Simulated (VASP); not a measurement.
Energy against volume of Cs (bcc). All values below come from AM05 GGA, VASP's PBE PAW potentials (set 64) (plane waves; VASP).

```json
[
 {"V (Å³/atom)": "110.902", "E (eV/atom)": "-0.81224"},
 {"V (Å³/atom)": "114.441", "E (eV/atom)": "-0.81433"},
 {"V (Å³/atom)": "117.981", "E (eV/atom)": "-0.81505"},
 {"V (Å³/atom)": "121.520", "E (eV/atom)": "-0.81455"},
 {"V (Å³/atom)": "125.059", "E (eV/atom)": "-0.81299"}
]
```

Fit a third-order Birch-Murnaghan equation of state.

- volume per atom = 118.24 Å³/atom
- bulk modulus = 1.8 GPa
- pressure derivative of the bulk modulus = 3.12
- lattice constant a = 6.184 Å

Measured: bulk modulus 2.1 GPa at 0 K (computed value off by -14.2 %), as given by H. Levämäki et al., Physical Review B (2014), arXiv:1402.3671 [corrected for temperature and zero-point phonon effects]; a 6.039 Å at 0 K (computed value off by +2.4 %), as given by Gábor I. Csonka et al., Physical Review B (2009), arXiv:0903.4037 [low-temperature or extrapolated to 0 K; zero-point anharmonic expansion removed].

The compound is Cs in the bcc structure. It was relaxed first.
